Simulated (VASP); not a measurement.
# TiO2 (Anatase): accuracy against cost in the PAW data sets and SCF solver

A convergence test on TiO2 (Anatase): the PAW data sets and SCF solver. The series runs use LDA. The PAW data sets tried: minimal 64: Ti O; recommended 64: Ti_sv O; recommended 54: Ti_sv O; materialsproject 64: Ti_pv O; gw 64: Ti_sv_GW O_GW; hard 64: Ti_sv O_h; soft 64: Ti_sv O_s. The SCF solver tried: ALGO = Normal; ALGO = Fast; ALGO = VeryFast; ALGO = All; ALGO = Damped; AMIX = 0.1, BMIX = 0.01; AMIX = 0.8; IMIX = 1, AMIX = 0.2. The start is a cell from a database of measured crystal structures.

Method: LDA; plane waves and PAW (Ti, O), in the first sound run; inputs show where later runs differ, in VASP 6.6.1.

Most raw output is cut from this account.

## 1. The structure

The structure is tetragonal, space group I4_1/amd (No. 141). Conventional cell: a = 3.784 Å, b = 3.784 Å, c = 9.515 Å, α = 90.00°, β = 90.00°, γ = 90.00°. Ti has 6 O at 1.93 to 1.98 Å nearest. O has 3 Ti at 1.93 to 1.98 Å nearest. Farther neighbours and most contacts between anions are not listed.

## 2. PAW data sets: minimal 64: Ti O

Data sets differ in which electrons are valence and how hard the partial waves are. LDA, the lowest rung, knows the local density alone.

File INCAR:

```
SYSTEM = TiO2
PREC = Accurate
ENCUT = 520
EDIFF = 1E-06
NELM = 100
ISMEAR = -1
SIGMA = 0.05
LREAL = .FALSE.
ALGO = Normal
GGA = CA
NBANDS = 22
LASPH = .TRUE.
LORBIT = 11
LWAVE = .FALSE.
LCHARG = .FALSE.
KPAR = 4
ISIF = 2
```

File POSCAR:

```
TiO2
1.0
   -3.7842000000      0.0000000000      0.0000000000
    0.0000000000      3.7842000000      0.0000000000
    1.8921000000     -1.8921000000     -4.7573000000
Ti O
2 4
Direct
    0.0000000000      0.0000000000      0.0000000000
    0.7500000000      0.2500000000      0.5000000000
    0.7919000000      0.7919000000      0.5838000000
    0.5419000000      0.0419000000      0.0838000000
    0.9581000000      0.4581000000      0.9162000000
    0.2081000000      0.2081000000      0.4162000000
```

File KPOINTS:

```
Automatic mesh
0
Gamma
8 8 8
0 0 0
```

Potentials, in the order of the species: Ti and O (PBE family, release 64).

The run is started by

```console
$ mpirun -np 4 vasp_std
```

Run time: 13 s. Hardware: 4 MPI ranks of Intel Xeon 6975P-C (Granite Rapids), shared host; peak memory 0.79 GiB; 44 s of CPU time.

The gap is read on the k-mesh alone, so it is an upper bound where the band edges lie off the mesh. The PAW data sets were made with PBE, though LDA sets exist; this is a small mismatch. The data set Ti keeps the semicore shell frozen, which is cheaper and a little less accurate.

Numbers from this step:

```
SCF cycles                     : 16
electrons                      : 32
bands                          : 22
irreducible k-points           : 59
symmetry operations            : 16
free energy (TOTEN)            : -58.1829 eV
Fermi energy                   : 1.340 eV
pressure                       : -2.005 GPa
metallic                       : no
valence top at k               : -0.375, 0.375, 0
conduction bottom at k         : 0, 0, 0
least direct gap at k          : 0, 0, 0.25
gap on the k-mesh              : 1.912 eV
least direct gap on the k-mesh : 2.199 eV
```

The series starts at -9.6971 eV an atom and -2.00 GPa, after 16 cycles in 13 s.

## 3. PAW data sets: recommended 64: Ti sv O

This step: LDA; plane waves and PAW (Ti_sv, O) (VASP 6.6.1).

INCAR, as its differences from that of step 2:

```diff
@@ -10,3 +10,3 @@
 GGA = CA
-NBANDS = 22
+NBANDS = 30
 LASPH = .TRUE.
```

POSCAR is that of step 2.

KPOINTS is that of step 2.

The projector-augmented-wave data sets are Ti_sv and O (PBE family, release 64).

The run is started by

```console
$ mpirun -np 4 vasp_std
```

The job ended after 16 s (4 MPI ranks; peak memory 0.83 GiB).

With 48 valence electrons the pressure is -5.47 GPa, -3.47 GPa from the first of the series, after 15 cycles in 16 s.

## 4. PAW data sets: recommended 54: Ti sv O

INCAR is that of step 3.

POSCAR is that of step 3.

KPOINTS is that of step 3.

Potentials, in the order of the species: Ti_sv and O (PBE family, release 54).

The run is started by

```console
$ mpirun -np 4 vasp_std
```

The job ended after 16 s (4 MPI ranks; peak memory 0.83 GiB; 58 s of CPU time).

With 48 valence electrons the pressure is -5.47 GPa, -3.47 GPa from the first of the series, after 15 cycles in 16 s.

## 5. PAW data sets: materialsproject 64: Ti pv O

This step: LDA; plane waves and PAW (Ti_pv, O) (VASP 6.6.1).

INCAR, as its differences from that of step 4:

```diff
@@ -10,3 +10,3 @@
 GGA = CA
-NBANDS = 30
+NBANDS = 28
 LASPH = .TRUE.
```

POSCAR is that of step 4.

KPOINTS is that of step 4.

PAW data sets: Ti_pv and O (PBE family, release 64).

The run is started by

```console
$ mpirun -np 4 vasp_std
```

Elapsed: 19 s, on 4 MPI ranks; peak memory 0.8 GiB; 67 s of CPU time.

With 44 valence electrons the pressure is -4.86 GPa, -2.85 GPa from the first of the series, after 15 cycles in 19 s.

## 6. PAW data sets: GW 64: Ti sv GW O GW

This step: LDA; plane waves and PAW (Ti_sv_GW, O_GW) (VASP 6.6.1).

INCAR, as its differences from that of step 5:

```diff
@@ -2,3 +2,3 @@
 PREC = Accurate
-ENCUT = 520
+ENCUT = 540
 EDIFF = 1E-06
@@ -10,3 +10,3 @@
 GGA = CA
-NBANDS = 28
+NBANDS = 30
 LASPH = .TRUE.
```

POSCAR is that of step 5.

KPOINTS is that of step 5.

Potentials, in the order of the species: Ti_sv_GW and O_GW (PBE family, release 64).

The run is started by

```console
$ mpirun -np 4 vasp_std
```

It took 39 s on 4 MPI ranks; peak memory 0.99 GiB.

With 48 valence electrons the pressure is -6.92 GPa, -4.91 GPa from the first of the series, after 15 cycles in 39 s.

## 7. PAW data sets: hard 64: Ti sv O h

This step: LDA; plane waves and PAW (Ti_sv, O_h) (VASP 6.6.1).

INCAR, as its differences from that of step 6:

```diff
@@ -2,3 +2,3 @@
 PREC = Accurate
-ENCUT = 540
+ENCUT = 1000
 EDIFF = 1E-06
```

POSCAR is that of step 6.

KPOINTS is that of step 6.

The projector-augmented-wave data sets are Ti_sv and O_h (PBE family, release 64).

The run is started by

```console
$ mpirun -np 4 vasp_std
```

Elapsed: 65 s, on 4 MPI ranks; peak memory 1.6 GiB; 3.9 min of CPU time.

With 48 valence electrons the pressure is -5.34 GPa, -3.34 GPa from the first of the series, after 15 cycles in 65 s.

## 8. PAW data sets: soft 64: Ti sv O s

This step: LDA; plane waves and PAW (Ti_sv, O_s) (VASP 6.6.1).

INCAR, as its differences from that of step 7:

```diff
@@ -2,3 +2,3 @@
 PREC = Accurate
-ENCUT = 1000
+ENCUT = 400
 EDIFF = 1E-06
```

POSCAR is that of step 7.

KPOINTS is that of step 7.

PAW data sets: Ti_sv and O_s (PBE family, release 64).

The run is started by

```console
$ mpirun -np 4 vasp_std
```

Wall time 18 s (4 MPI ranks); peak memory 0.72 GiB; 63 s of CPU time.

With 48 valence electrons the pressure is -5.51 GPa, -3.50 GPa from the first of the series, after 15 cycles in 18 s.

## 9. The PAW data sets series as a table

This step: convergence of LDA results with the datasets; plane waves and PAW (VASP 6.6.1).

Derived from the runs above.

Differences are taken from the run with recommended 64: Ti_sv O. Results of the series, by row:

```
                             setting     status  pressure (GPa)  largest force difference (meV/Å)  gap (eV)  SCF cycles  wall time (s)
            minimal 64: Ti O, 520 eV  converged          -2.005                             67.14     1.912          16           12.6
     recommended 64: Ti_sv O, 520 eV  converged          -5.471                                 0     2.028          15           15.8
     recommended 54: Ti_sv O, 520 eV  converged          -5.471                                 0     2.028          15           16.4
materialsproject 64: Ti_pv O, 520 eV  converged          -4.859                             17.13     2.006          15           18.8
        gw 64: Ti_sv_GW O_GW, 540 eV  converged          -6.917                             20.94     2.048          15             39
         hard 64: Ti_sv O_h, 1000 eV  converged          -5.343                             1.347     2.033          15             65
          soft 64: Ti_sv O_s, 400 eV  converged          -5.509                             7.248     2.023          15           17.8
```

## 10. SCF solver: ALGO = Normal

This step: LDA; plane waves and PAW (Ti_sv, O) (VASP 6.6.1).

All solvers should reach one answer; they differ in cycles and robustness.

INCAR, as its differences from that of step 8:

```diff
@@ -2,3 +2,3 @@
 PREC = Accurate
-ENCUT = 400
+ENCUT = 520
 EDIFF = 1E-06
```

POSCAR is that of step 8.

KPOINTS is that of step 8.

The projector-augmented-wave data sets are Ti_sv and O (PBE family, release 64).

The run is started by

```console
$ mpirun -np 4 vasp_std
```

The job ended after 25 s (4 MPI ranks; peak memory 0.82 GiB).

This step gave:

```
free energy (TOTEN) : -58.9698 eV
Fermi energy        : 4.031 eV
pressure            : -5.471 GPa
gap on the k-mesh   : 2.028 eV
```

The series starts at -9.8283 eV an atom and -5.47 GPa, after 15 cycles in 25 s.

## 11. SCF solver: ALGO = Fast

INCAR, as its differences from that of step 10:

```diff
@@ -8,3 +8,3 @@
 LREAL = .FALSE.
-ALGO = Normal
+ALGO = Fast
 GGA = CA
```

POSCAR is that of step 10.

KPOINTS is that of step 10.

The run is started by

```console
$ mpirun -np 4 vasp_std
```

Wall time 42 s (4 MPI ranks); peak memory 0.85 GiB.

Against the first of the series the energy stays within 0.01 meV an atom; the pressure moves by -0.07 GPa, after 24 cycles in 42 s.

## 12. SCF solver: ALGO = VeryFast

INCAR, as its differences from that of step 11:

```diff
@@ -8,3 +8,3 @@
 LREAL = .FALSE.
-ALGO = Fast
+ALGO = VeryFast
 GGA = CA
```

POSCAR is that of step 11.

KPOINTS is that of step 11.

The run is started by

```console
$ mpirun -np 4 vasp_std
```

It took 48 s on 4 MPI ranks; peak memory 0.84 GiB.

Against the first of the series the energy stays within 0.01 meV an atom; the pressure moves by -0.06 GPa, after 33 cycles in 48 s.

## 13. SCF solver: ALGO = All

INCAR, as its differences from that of step 12:

```diff
@@ -8,3 +8,3 @@
 LREAL = .FALSE.
-ALGO = VeryFast
+ALGO = All
 GGA = CA
```

POSCAR is that of step 12.

KPOINTS is that of step 12.

The run is started by

```console
$ mpirun -np 4 vasp_std
```

Elapsed: 32 s, on 4 MPI ranks; peak memory 1.2 GiB; 1.9 min of CPU time.

Against the first of the series the energy stays within 0.01 meV an atom; the pressure moves by -0.05 GPa, after 34 cycles in 32 s.

## 14. SCF solver: ALGO = Damped

INCAR, as its differences from that of step 13:

```diff
@@ -8,3 +8,3 @@
 LREAL = .FALSE.
-ALGO = All
+ALGO = Damped
 GGA = CA
```

POSCAR is that of step 13.

KPOINTS is that of step 13.

The run is started by

```console
$ mpirun -np 4 vasp_std
```

Elapsed: 62 s, on 4 MPI ranks; peak memory 1.2 GiB.

Against the first of the series the energy stays within 0.01 meV an atom; the pressure moves by -0.06 GPa, after 84 cycles in 62 s.

## 15. SCF solver: AMIX = 0.1, BMIX = 0.01

INCAR, as its differences from that of step 14:

```diff
@@ -8,3 +8,3 @@
 LREAL = .FALSE.
-ALGO = Damped
+ALGO = Normal
 GGA = CA
@@ -17 +17,3 @@
 ISIF = 2
+AMIX = 0.1
+BMIX = 0.01
```

POSCAR is that of step 14.

KPOINTS is that of step 14.

The run is started by

```console
$ mpirun -np 4 vasp_std
```

Run time: 33 s. Hardware: 4 MPI ranks; peak memory 0.84 GiB.

Against the first of the series the energy stays within 0.01 meV an atom; the pressure moves by +0.02 GPa, after 23 cycles in 33 s.

## 16. SCF solver: AMIX = 0.8

INCAR, as its differences from that of step 15:

```diff
@@ -17,3 +17,2 @@
 ISIF = 2
-AMIX = 0.1
-BMIX = 0.01
+AMIX = 0.8
```

POSCAR is that of step 15.

KPOINTS is that of step 15.

The run is started by

```console
$ mpirun -np 4 vasp_std
```

Wall time 24 s (4 MPI ranks); peak memory 0.83 GiB.

Against the first of the series the energy stays within 0.01 meV an atom; the pressure moves by -0.02 GPa, after 19 cycles in 24 s.

## 17. SCF solver: IMIX = 1, AMIX = 0.2

INCAR, as its differences from that of step 16:

```diff
@@ -17,2 +17,3 @@
 ISIF = 2
-AMIX = 0.8
+IMIX = 1
+AMIX = 0.2
```

POSCAR is that of step 16.

KPOINTS is that of step 16.

The run is started by

```console
$ mpirun -np 4 vasp_std
```

It took 49 s on 4 MPI ranks; peak memory 0.81 GiB; 2.9 min of CPU time.

Against the first of the series the energy stays within 0.01 meV an atom; the pressure moves by -0.12 GPa, after 36 cycles in 49 s.

## 18. The SCF solver series as a table

This step: convergence of LDA results with the solver; plane waves and PAW (VASP 6.6.1).

This step runs nothing: it gathers the runs above.

Differences are taken from the run with ALGO = Normal. Results of the series, by row:

```
                setting     status  energy less the reference (meV/atom)  pressure (GPa)  largest force difference (meV/Å)  gap (eV)  SCF cycles  wall time (s)
          ALGO = Normal  converged                                     0          -5.471                                 0     2.028          15             25
            ALGO = Fast  converged                               1.88e-4          -5.539                             0.404     2.028          24             42
        ALGO = VeryFast  converged                               2.75e-4          -5.531                             0.474     2.028          33             48
             ALGO = All  converged                               2.28e-4          -5.519                             0.453     2.028          34             32
          ALGO = Damped  converged                              0.001468          -5.535                             0.438     2.028          84             62
AMIX = 0.1, BMIX = 0.01  converged                              -7.83e-5          -5.453                              0.15     2.029          23             33
             AMIX = 0.8  converged                              -2.67e-5          -5.489                             0.213     2.027          19             24
   IMIX = 1, AMIX = 0.2  converged                               3.50e-4          -5.591                             0.043     2.028          36             49
```

## 19. What came out

- spread of the pressure over the PAW data sets: 4.91 GPa
- fewest SCF cycles: ALGO = Normal (15)
- most SCF cycles among converged runs: ALGO = Damped (84)
- spread of the pressure over the SCF solver: 0.138 GPa
- spread of the energy over the SCF solver: 0.00155 meV/atom

What this shows: The choice of data set moves the pressure between -6.92 GPa (gw 64: Ti_sv_GW O_GW) and -2.00 GPa (minimal 64: Ti O); the cutoffs differ too (1000, 400, 520 and 540 eV). The gap moves by up to 0.14 eV. All SCF solvers that converged agree within 0.05 meV an atom. No setting beats the 25 s of ALGO = Normal by a fifth or more; the slowest converged run is ALGO = Damped, at 62 s. On a shared host such times are rough. Yet the pressure of IMIX = 1, AMIX = 0.2 is -0.12 GPa off: EDIFF tests the energy, which is second order in the error of the density, while the stress is first order. Data sets differ in their zero of energy, so energies are not compared.

[Lines on the potential files, build, host, timing and source positions are cut from VASP's logs without a mark.]

[Logs are printed without paths, hosts, clocks, repeated set-up lines and the standing remarks that a program may print on its own settings, such as how far it seeks lower states.]

[Hosts, paths, dates, database ids (printed as entryN), source tags and the programs' standing remarks are cut or masked in the printed files.]

[A measured line is paired with the nearest computed mode of its activity, which favours agreement.]
